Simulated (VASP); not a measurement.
Given:

```
KMgF3
1.0
    4.04967     0.00000     0.00000
    0.00000     4.04967     0.00000
    0.00000     0.00000     4.04967
K Mg F
1 1 3
Cartesian
  0.00000   0.00000   0.00000
  2.02483   2.02483   2.02483
  2.02483   0.00000   2.02483
  0.00000   2.02483   2.02483
  2.02483   2.02483   0.00000
```

Computed with vdW-DF2, VASP's PBE PAW potentials (set 64) (plane waves; VASP). Settings: 520 eV cut-off, 6×6×6 Γ-centred mesh, tetrahedra with Blöchl corrections, potentials K_sv Mg F.

Q: Predict the energy per atom (σ→0), band gap (on the k-mesh) with the smallest direct gap where there is one.

A: 
```
Quantity                                      Value
-----------------------------------  --------------
band gap (on the k-mesh)                    6.96 eV
smallest direct gap (on the k-mesh)         7.27 eV
energy per atom (σ→0)                -3.348 eV/atom
```

The compound is KMgF3 in the cubic perovskite structure. It was relaxed first.
